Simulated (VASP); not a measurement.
Level of theory: r2SCAN meta-GGA, VASP's PBE PAW potentials (set 64) (plane waves; VASP 6.6.1).

Input for VASP

### INCAR
```
SYSTEM = Te
PREC = Accurate; ENCUT = 400; LREAL = .False.
LASPH = .True.
EDIFF = 1E-6; NELM = 100; ALGO = Normal
LMAXMIX = 4; LMIXTAU = .True.
ISMEAR = 1; SIGMA = 0.1
METAGGA = R2SCAN
IBRION = 2; NSW = 60; ISIF = 3
EDIFFG = -0.01
LWAVE = .False.; LCHARG = .False.
```

### POSCAR
```
Te
1
   -1.9185965718     1.9185965718     1.9185965718
    1.9185965718    -1.9185965718     1.9185965718
    1.9185965718     1.9185965718    -1.9185965718
Te
1
Direct
  0.0000000000   0.0000000000   0.0000000000
```

KPOINTS:
```
Automatic mesh
0
Gamma
12 12 12
0 0 0
```

POTCAR, in this order: Te (PBE.64 set). Program: vasp_std.

Unless said otherwise, spin-orbit coupling is left out, though it shifts the bands of the heavy elements here.

**Question.** What does the run give for the energy per atom (σ→0), band gap (on the k-mesh)?

**Answer.** 
```json
{
 "energy per atom (σ→0)": "-25.023 eV/atom",
 "band gap (on the k-mesh)": "none (metal, semimetal or under 0.01 eV)"
}
```

OSZICAR:
```
...
DAV:   9    -0.250226333351E+02   -0.41299E-02   -0.15683E-03  1393   0.493E-01    0.835E-02
DAV:  10    -0.250230984308E+02   -0.46510E-03   -0.10701E-03  1211   0.409E-01    0.107E-01
DAV:  11    -0.250236574404E+02   -0.55901E-03   -0.49699E-04  1183   0.296E-01    0.588E-02
DAV:  12    -0.250236727528E+02   -0.15312E-04   -0.98895E-06  1589   0.399E-02    0.295E-02
DAV:  13    -0.250237138951E+02   -0.41142E-04   -0.14621E-05  1155   0.474E-02    0.177E-02
DAV:  14    -0.250237212469E+02   -0.73518E-05   -0.42361E-06  1211   0.235E-02    0.396E-03
DAV:  15    -0.250237215950E+02   -0.34810E-06   -0.68429E-07   749   0.104E-02
   1 F= -.25023722E+02 E0= -.25023325E+02  d E =-.250237E+02
```

The structure was generated: Te was put into the bcc type (Im-3m), which need not be its known phase. It was relaxed first. The start is the result of an earlier pass.
